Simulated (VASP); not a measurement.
```xyz
2
Lattice="0.0000 3.2215 3.2215 3.2215 0.0000 3.2215 3.2215 3.2215 0.0000" Properties=species:S:1:pos:R:3 pbc="T T T"
Hg     0.0000     0.0000     0.0000
Te     1.6107     1.6107     1.6107
```

All values below come from r2SCAN meta-GGA, VASP's PBE PAW potentials (set 64) (plane waves; VASP). Run with 520 eV cut-off, 10×10×10 Γ-centred mesh, first-order Methfessel-Paxton smearing of 0.10 eV, potentials Hg Te.

The job: HgTe (zinc blende), 2 atoms, r2SCAN, static run, 520 eV, 10×10×10 Γ-centred mesh. Roughly how much core time does it take on a busy server core?

About 4 core-minutes (one run on a shared machine, a rough figure). It had 47 irreducible k-points, 13 bands, up to 1829 plane waves and 21 electronic steps.

The compound is HgTe in the zinc blende structure. This cell is one point of a volume scan, at 0.94 of the reference volume.
